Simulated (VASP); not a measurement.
Method: G0W0 on PBE orbitals, VASP's PBE PAW potentials (set 64) (plane waves; VASP 6.6.1).

A VASP calculation is set up with these files.

**INCAR**
```
SYSTEM  =  CdTe
PREC  =  Normal; ENCUT  =  500; LREAL  =  .False.
LASPH  =  .True.; NBANDS  =  64
ALGO  =  EVGW0
ISMEAR  =  0; SIGMA  =  0.01
GGA  =  PE
LWAVE  =  .False.; LCHARG  =  .False.
NELMGW  =  1; NOMEGA  =  64; ENCUTGW  =  150
NBANDSGW  =  21; LSPECTRALGW  =  .True.
```

File POSCAR:
```
CdTe
4.5820520
  0.0000000000   0.7071067722   0.7071067722
  0.7071067722   0.0000000000   0.7071067722
  0.7071067722   0.7071067722   0.0000000000
Cd Te
1 1
Cart
  0.0000000000   0.0000000000   0.0000000000
  0.3535533861   0.3535533861   0.3535533861
```

**KPOINTS**
```
Automatic mesh
0
Gamma
4 4 4
0 0 0
```

POTCAR, in this order: Cd_sv_GW Te_GW (PBE.64 set). Program: vasp_std. Read from the step before: WAVECAR, WAVEDER.

The resulting files:

**OSZICAR**
```
energies w=
    0.000    0.000    1.063    0.000    2.124    0.000    3.181    0.000
    4.231    0.000    5.274    0.000    6.307    0.000    7.329    0.000
    8.340    0.000    9.338    0.000   10.324    0.000   11.297    0.000
   12.257    0.000   13.205    0.000   14.141    0.000   15.066    0.000
   15.981    0.000   16.887    0.000   17.785    0.000   18.677    0.000
   19.564    0.000   20.447    0.000   21.328    0.000   22.209    0.000
   23.092    0.000   23.978    0.000   24.870    0.000   25.769    0.000
   26.677    0.000   27.598    0.000   28.533    0.000   29.485    0.000
   30.458    0.000   31.453    0.000   32.476    0.000   33.529    0.000
   34.617    0.000   35.744    0.000   36.916    0.000   38.139    0.000
   39.418    0.000   40.763    0.000   42.180    0.000   43.680    0.000
   45.275    0.000   46.977    0.000   48.803    0.000   50.770    0.000
   52.900    0.000   55.218    0.000   57.757    0.000   60.554    0.000
   63.656    0.000   67.121    0.000   71.023    0.000   75.454    0.000
   80.536    0.000   86.427    0.000   93.342    0.000  101.575    0.000
  111.545    0.000  123.862    0.000  139.458    0.000  159.825    0.000
NQ=   1    0.0000    0.0000    0.0000,
 performed        106000 updates of chi_q(r,r)
NQ=   2    0.2500    0.0000    0.0000,
 performed        287000 updates of chi_q(r,r)
NQ=   3    0.5000    0.0000    0.0000,
 performed        447000 updates of chi_q(r,r)
NQ=   4    0.2500    0.2500    0.0000,
 performed        628000 updates of chi_q(r,r)
NQ=   5    0.5000    0.2500    0.0000,
 performed        868000 updates of chi_q(r,r)
NQ=   6   -0.2500    0.2500    0.0000,
 performed       1087000 updates of chi_q(r,r)
NQ=   7    0.5000    0.5000    0.0000,
 performed       1231000 updates of chi_q(r,r)
NQ=   8   -0.2500    0.5000    0.2500,
 performed       1407000 updates of chi_q(r,r)
 resolving degeneracies of screened two electron integrals
```

OUTCAR:
```


 k-point   1 :       0.0000    0.0000    0.0000
  band No.  KS-energies  QP-energies   sigma(KS)   V_xc(KS)     V^pw_x(r,r')   Z            occupation Imag(sigma)

      1     -98.6674    -104.5682     -41.2978     -32.0257     -55.4534       0.6364       2.0000       4.2840
      2     -59.7302    -108.3661     -44.5127     -31.0007     -48.9851       3.5995       2.0000       7.1273
      3     -59.7302    -108.3661     -44.5127     -31.0007     -48.9851       3.5995       2.0000       7.1273
      4     -59.7302    -108.3661     -44.5127     -31.0007     -48.9851       3.5995       2.0000       7.1273
      5      -7.6659      -8.3200     -11.9580     -11.0574     -17.3988       0.7263       2.0000       1.6764
      6      -4.8117      -5.8921     -25.9856     -24.4973     -32.2248       0.7259       2.0000       0.7947
      7      -4.8117      -5.8921     -25.9856     -24.4973     -32.2248       0.7259       2.0000       0.7947
      8      -4.8117      -5.8921     -25.9856     -24.4973     -32.2248       0.7259       2.0000       0.7947
      9      -4.5526      -5.6382     -26.7763     -25.2901     -33.0130       0.7304       2.0000       0.7297
     10      -4.5526      -5.6382     -26.7763     -25.2901     -33.0130       0.7304       2.0000       0.7297
     11       3.5034       3.1874     -12.6926     -12.2895     -14.3214       0.7838       2.0000       0.3044
     12       3.5034       3.1874     -12.6926     -12.2895     -14.3214       0.7838       2.0000       0.3044
     13       3.5034       3.1874     -12.6926     -12.2895     -14.3214       0.7838       2.0000       0.3044
     14       4.2589       5.0145      -9.5890     -10.5275      -6.5999       0.8050       0.0000      -0.2906
     15       8.1014       8.7501      -8.7442      -9.5580      -5.3190       0.7971       0.0000      -0.4186
     16       8.1014       8.7501      -8.7442      -9.5580      -5.3190       0.7971       0.0000      -0.4186
     17       8.1014       8.7501      -8.7442      -9.5580      -5.3190       0.7971       0.0000      -0.4186
     18      10.9536      11.4876      -7.4087      -8.0722      -3.1671       0.8048       0.0000      -0.6265
     19      12.9551      13.7260      -8.7469      -9.7120      -4.7526       0.7988       0.0000      -0.6436
     20      12.9551      13.7260      -8.7469      -9.7120      -4.7526       0.7988       0.0000      -0.6436
     21      13.5659      14.0062      -6.5829      -7.1301      -2.2906       0.8046       0.0000      -0.7427

 k-point   2 :       0.2500    0.0000    0.0000
  band No.  KS-energies  QP-energies   sigma(KS)   V_xc(KS)     V^pw_x(r,r')   Z            occupation Imag(sigma)

      1     -98.6672    -104.6130     -41.2976     -32.0256     -55.4532       0.6413       2.0000       4.2838
      2     -59.7298    -110.8258     -44.5089     -31.0006     -48.9844       3.7826       2.0000       7.1269
      3     -59.7298    -110.8258     -44.5089     -31.0006     -48.9844       3.7826       2.0000       7.1269
      4     -59.7298    -110.8258     -44.5089     -31.0006     -48.9844       3.7826       2.0000       7.1269
      5      -7.4653      -8.1072     -12.5966     -11.7134     -18.0259       0.7267       2.0000       1.6044
      6      -4.7758      -5.8558     -26.1056     -24.6196     -32.3512       0.7268       2.0000       0.7892
      7      -4.7758      -5.8558     -26.1056     -24.6196     -32.3512       0.7268       2.0000       0.7892
      8      -4.6111      -5.6749     -25.4517     -24.0025     -31.5730       0.7340       2.0000       0.8046
      9      -4.5528      -5.6365     -26.7725     -25.2878     -33.0131       0.7299       2.0000       0.7314
     10      -4.5528      -5.6365     -26.7725     -25.2878     -33.0131       0.7299       2.0000       0.7314
     11       0.7700       0.2797     -12.0098     -11.3783     -14.0742       0.7764       2.0000       0.4633
     12       3.0736       2.7044     -12.3385     -11.8662     -14.0188       0.7817       2.0000       0.3247
     13       3.0736       2.7044     -12.3385     -11.8662     -14.0188       0.7817       2.0000       0.3247
     14       5.4791       6.1873      -9.4607     -10.3475      -6.3773       0.7986       0.0000      -0.3232
     15       8.6533       9.3275      -8.7929      -9.6401      -5.2572       0.7958       0.0000      -0.4512
     16       8.6533       9.3275      -8.7929      -9.6401      -5.2572       0.7958       0.0000      -0.4512
     17       8.8612       9.4789      -8.5845      -9.3586      -5.0119       0.7981       0.0000      -0.4754
     18      11.7797      12.1351      -6.6111      -7.0522      -2.4383       0.8059       0.0000      -0.6424
     19      11.9822      12.5639      -7.9953      -8.7210      -4.0645       0.8015       0.0000      -0.6041
     20      11.9822      12.5639      -7.9953      -8.7210      -4.0645       0.8015       0.0000      -0.6041
     21      14.3910      15.1314      -7.8435      -8.7639      -3.3869       0.8045       0.0000      -0.8355

 k-point   3 :       0.5000    0.0000    0.0000
  band No.  KS-energies  QP-energies   sigma(KS)   V_xc(KS)     V^pw_x(r,r')   Z            occupation Imag(sigma)

      1     -98.6671    -104.6568     -41.2975     -32.0256     -55.4532       0.6460       2.0000       4.2837
      2     -59.7297    -114.0808     -44.5055     -31.0005     -48.9839       4.0245       2.0000       7.1264
      3     -59.7297    -114.0808     -44.5055     -31.0005     -48.9839       4.0245       2.0000       7.1264
      4     -59.7297    -114.0808     -44.5055     -31.0005     -48.9839       4.0245       2.0000       7.1264
      5      -7.2683      -7.9081     -13.5542     -12.6747     -19.0069       0.7275       2.0000       1.5160
      6      -4.7480      -5.8280     -26.1878     -24.7019     -32.4332       0.7268       2.0000       0.7833
      7      -4.7480      -5.8280     -26.1878     -24.7019     -32.4332       0.7268       2.0000       0.7833
      8      -4.5431      -5.6260     -26.8203     -25.3393     -33.0726       0.7312       2.0000       0.7334
      9      -4.5431      -5.6260     -26.8203     -25.3393     -33.0726       0.7312       2.0000       0.7334
     10      -4.1951      -5.1834     -25.4154     -24.0701     -31.4378       0.7347       2.0000       0.7873
     11      -0.9323      -1.6586     -11.0160     -10.0734     -13.6383       0.7705       2.0000       0.6786
     12       2.7264       2.3115     -12.0878     -11.5561     -13.8447       0.7804       2.0000       0.3470
     13       2.7264       2.3115     -12.0878     -11.5561     -13.8447       0.7804       2.0000       0.3470
     14       5.3072       5.9826      -9.3622     -10.2037      -6.2815       0.8026       0.0000      -0.3203
     15       8.6928       9.2986      -8.5610      -9.3205      -5.0482       0.7976       0.0000      -0.4499
     16       8.6928       9.2986      -8.5610      -9.3205      -5.0482       0.7976       0.0000      -0.4499
     17      10.5606      10.8934      -7.0059      -7.4216      -3.0235       0.8005       0.0000      -0.6025
     18      12.1358      12.7889      -7.7191      -8.5342      -3.4225       0.8011       0.0000      -0.7217
     19      13.8350      14.6525      -8.1064      -9.1270      -3.7391       0.8009       0.0000      -0.7736
     20      13.8350      14.6525      -8.1064      -9.1270      -3.7391       0.8009       0.0000      -0.7736
     21      14.9318      15.9954      -8.5197      -9.8326      -4.0522       0.8101       0.0000      -0.9070

 k-point   4 :       0.2500    0.2500    0.0000
  band No.  KS-energies  QP-energies   sigma(KS)   V_xc(KS)     V^pw_x(r,r')   Z            occupation Imag(sigma)

      1     -98.6671    -104.6655     -41.2975     -32.0255     -55.4531       0.6469       2.0000       4.2838
      2     -59.7296    -113.9615     -44.5074     -31.0005     -48.9841       4.0151       2.0000       7.1268
      3     -59.7296    -113.9615     -44.5074     -31.0005     -48.9841       4.0151       2.0000       7.1268
      4     -59.7296    -113.9615     -44.5074     -31.0005     -48.9841       4.0151       2.0000       7.1268
      5      -7.4004      -8.0399     -12.8394     -11.9604     -18.2694       0.7275       2.0000       1.5801
      6      -4.7338      -5.8128     -26.2578     -24.7752     -32.5146       0.7278       2.0000       0.7837
      7      -4.7338      -5.8128     -26.2578     -24.7752     -32.5146       0.7278       2.0000       0.7837
      8      -4.6517      -5.7271     -25.6456     -24.1718     -31.7798       0.7297       2.0000       0.7856
      9      -4.5370      -5.6213     -26.8277     -25.3451     -33.0743       0.7314       2.0000       0.7300
     10      -4.5218      -5.5883     -26.0510     -24.5987     -32.2087       0.7344       2.0000       0.7660
     11       0.8283       0.4019     -12.5007     -11.9516     -14.5404       0.7766       2.0000       0.4497
     12       2.4144       1.9632     -11.8306     -11.2509     -13.6102       0.7783       2.0000       0.3612
     13       2.4144       1.9632     -11.8306     -11.2509     -13.6102       0.7783       2.0000       0.3612
     14       6.4321       7.1572      -9.8355     -10.7467      -6.6405       0.7958       0.0000      -0.3584
     15       6.8301       7.2888      -8.0000      -8.5701      -4.7886       0.8048       0.0000      -0.3730
     16       9.9768      10.7612      -9.0679     -10.0567      -5.2745       0.7933       0.0000      -0.5413
     17       9.9768      10.7612      -9.0679     -10.0567      -5.2745       0.7933       0.0000      -0.5413
     18      10.3195      10.7701      -7.6571      -8.2177      -3.9485       0.8039       0.0000      -0.5228
     19      13.4736      14.2682      -8.4546      -9.4486      -4.3262       0.7993       0.0000      -0.6843
     20      14.1554      14.9517      -8.0336      -9.0220      -3.5446       0.8057       0.0000      -0.8303
     21      15.2474      15.7936      -6.7849      -7.4598      -2.3616       0.8093       0.0000      -0.8456

 k-point   5 :       0.5000    0.2500    0.0000
  band No.  KS-energies  QP-energies   sigma(KS)   V_xc(KS)     V^pw_x(r,r')   Z            occupation Imag(sigma)

      1     -98.6672    -104.6499     -41.2975     -32.0256     -55.4532       0.6452       2.0000       4.2837
      2     -59.7297    -113.8325     -44.5044     -31.0005     -48.9838       4.0064       2.0000       7.1261
      3     -59.7297    -113.8325     -44.5044     -31.0005     -48.9838       4.0064       2.0000       7.1261
      4     -59.7297    -113.8325     -44.5044     -31.0005     -48.9838       4.0064       2.0000       7.1261
      5      -7.2087      -7.8499     -13.8477     -12.9685     -19.3119       0.7292       2.0000       1.4921
...
```
(Selected blocks of OUTCAR.)

The mesh is coarse and the basis finite, so the quasiparticle values are not converged. VASP warned that its frequency grid is unfit for quasiparticle energies.

The compound is CdTe in the zinc blende structure. The cell was not relaxed at this level.
